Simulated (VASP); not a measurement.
Calculation: PBE GGA with D3 dispersion (zero damping), VASP's PBE PAW potentials (set 64) (plane waves; VASP).

The input files of a VASP run:

### KPOINTS
```
Automatic mesh
0
Gamma
6 6 6
0 0 0
```

**POSCAR**
```
KTaO3
1
    3.9340137218     0.0000000000     0.0000000000
    0.0000000000     3.9340137218     0.0000000000
    0.0000000000     0.0000000000     3.9340137218
K Ta O
1 1 3
Direct
  0.0000000000   0.0000000000   0.0000000000
  0.5000000000   0.5000000000   0.5000000000
  0.5000000000   0.0000000000   0.5000000000
  0.0000000000   0.5000000000   0.5000000000
  0.5000000000   0.5000000000   0.0000000000
```

### INCAR
```
SYSTEM = KTaO3
PREC = Accurate
ENCUT = 520
EDIFF = 1E-7
NELM = 100
ALGO = Normal
LREAL = .FALSE.
LASPH = .TRUE.
ISMEAR = 0
SIGMA = 0.05
GGA = PE
IVDW = 11
LMAXMIX = 6
LWAVE = .FALSE.
LCHARG = .FALSE.
ISIF = 2
```

POTCAR, in this order: K_sv Ta_pv O (PBE.64 set). Program: vasp_std.

Unless said otherwise, spin-orbit coupling is left out, though it shifts the bands of the heavy elements here.

Predict the energy per atom (σ→0), dispersion energy, pressure, band gap (on the k-mesh).

```json
{
 "energy per atom (σ→0)": "-8.367 eV/atom",
 "dispersion_energy": "-0.983 eV",
 "band gap (on the k-mesh)": "2.26 eV",
 "pressure": "134.6 kbar"
}
```

File OSZICAR:
```
...
DAV:   8    -0.408596600290E+02    0.40988E-01   -0.29902E-01  1199   0.483E+00    0.134E+00
DAV:   9    -0.408543162320E+02    0.53438E-02   -0.30565E-02  1270   0.115E+00    0.207E-01
DAV:  10    -0.408541788234E+02    0.13741E-03   -0.46153E-03  1242   0.575E-01    0.634E-02
DAV:  11    -0.408542098882E+02   -0.31065E-04   -0.39935E-04  1285   0.166E-01    0.394E-02
DAV:  12    -0.408542361948E+02   -0.26307E-04   -0.67627E-05  1380   0.648E-02    0.111E-02
DAV:  13    -0.408542357773E+02    0.41748E-06   -0.65021E-06  1188   0.205E-02    0.482E-03
DAV:  14    -0.408542357110E+02    0.66300E-07   -0.58666E-07  1153   0.649E-03
   1 F= -.41837232E+02 E0= -.41837232E+02  d E =-.283507E-19
```

The compound is KTaO3 in the cubic perovskite structure. This cell is one point of a volume scan, at 0.94 of the reference volume.
